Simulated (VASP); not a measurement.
Level of theory: r2SCAN meta-GGA, VASP's PBE PAW potentials (set 64) (plane waves; VASP).

The input files of a VASP run:

KPOINTS:
```
Automatic
0
Gamma
20 20 20
```

File POSCAR:
```
Fe
1
   -1.4289309905     1.4289309905     1.4289309905
    1.4289309905    -1.4289309905     1.4289309905
    1.4289309905     1.4289309905    -1.4289309905
Fe
1
Direct
  0.0000000000   0.0000000000   0.0000000000
```

### INCAR
```
ALGO  =  Normal
EDIFF  =  1E-5
EDIFFG  =  -0.03
ENCUT  =  400
IBRION  =  2
ISIF  =  2
ISMEAR  =  1
ISPIN  =  2
LASPH  =  .True.
LCHARG  =  .False.
LMAXMIX  =  4
LMIXTAU  =  .True.
LORBIT  =  10
LREAL  =  .False.
LWAVE  =  .False.
MAGMOM  =  2.5
METAGGA  =  R2SCAN
NELM  =  100
NELMIN  =  4
NSW  =  20
PREC  =  Normal
SIGMA  =  0.1
SYSTEM  =  Fe
```

POTCAR, in this order: Fe (PBE.64 set). Program: vasp_std.

The resulting files:

File OSZICAR:
```
       N       E                     dE             d eps       ncg     rms          rms(c)
DAV:   1     0.661499758269E+01    0.66150E+01   -0.36421E+03  9802   0.912E+02
DAV:   2    -0.156034219604E+02   -0.22218E+02   -0.20445E+02  9320   0.121E+02
DAV:   3    -0.158867814584E+02   -0.28336E+00   -0.28276E+00 10217   0.191E+01
DAV:   4    -0.158885055892E+02   -0.17241E-02   -0.17240E-02 10082   0.138E+00
DAV:   5    -0.158885263076E+02   -0.20718E-04   -0.20718E-04  9969   0.138E-01    0.119E+01
DAV:   6    -0.142685343172E+02    0.16200E+01   -0.23361E+01  9797   0.767E+01    0.932E+00
DAV:   7    -0.143351420948E+02   -0.66608E-01   -0.36784E+00 10569   0.260E+01    0.518E+00
DAV:   8    -0.143595695875E+02   -0.24427E-01   -0.94945E-02 10180   0.292E+00    0.238E+00
DAV:   9    -0.143528449946E+02    0.67246E-02   -0.13176E-01 10828   0.394E+00    0.102E+00
DAV:  10    -0.143583611085E+02   -0.55161E-02   -0.17530E-02 10582   0.154E+00    0.348E-01
DAV:  11    -0.143593302402E+02   -0.96913E-03   -0.93170E-04  9976   0.443E-01    0.126E-01
DAV:  12    -0.143592771594E+02    0.53081E-04   -0.35516E-04 10505   0.277E-01    0.721E-02
DAV:  13    -0.143592768966E+02    0.26280E-06   -0.54327E-06  4822   0.294E-02
   1 F= -.14359277E+02 E0= -.14359359E+02  d E =-.143593E+02  mag=     2.6470
```

### OUTCAR
```
------------------------ aborting loop because EDIFF is reached ----------------------------------------
  FORCE on cell =-STRESS in cart. coord.  units (eV):
  Direction    XX          YY          ZZ          XY          YZ          ZX
  --------------------------------------------------------------------------------------
  Total        0.0165784      0.0165784      0.0165784      0.0000000      0.0000000      0.0000000
  in kB        2.2759297      2.2759297      2.2759297      0.0000000      0.0000000      0.0000000
  external PRESSURE =       2.2759297 kB  Pullay stress =       0.0000000 kB
  volume of cell :       11.67
      direct lattice vectors                 reciprocal lattice vectors
    -1.428930991  1.428930991  1.428930991     0.000000000  0.349911929  0.349911929
     1.428930991 -1.428930991  1.428930991     0.349911929  0.000000000  0.349911929
     1.428930991  1.428930991 -1.428930991     0.349911929  0.349911929  0.000000000
 POSITION                                       TOTAL-FORCE (eV/Angst)
 -----------------------------------------------------------------------------------
      0.00000      0.00000      0.00000         0.000000      0.000000     -0.000000
 -----------------------------------------------------------------------------------
    total drift:                                0.000000      0.000000     -0.000000
  FREE ENERGIE OF THE ION-ELECTRON SYSTEM (eV)
  ---------------------------------------------------
  free  energy   TOTEN  =       -14.3592768966 eV

  energy  without entropy=      -14.3595219911  energy(sigma->0) =      -14.35935859

 total charge

# of ion       s       p       d       tot
------------------------------------------
    1        0.483   0.558   6.175   7.215

 magnetization (x)

# of ion       s       p       d       tot
------------------------------------------
    1       -0.012  -0.118   2.843   2.713

 reached required accuracy - stopping structural energy minimisation
```
(Selected blocks of OUTCAR.)

The compound is Fe in the bcc structure. It was relaxed first.
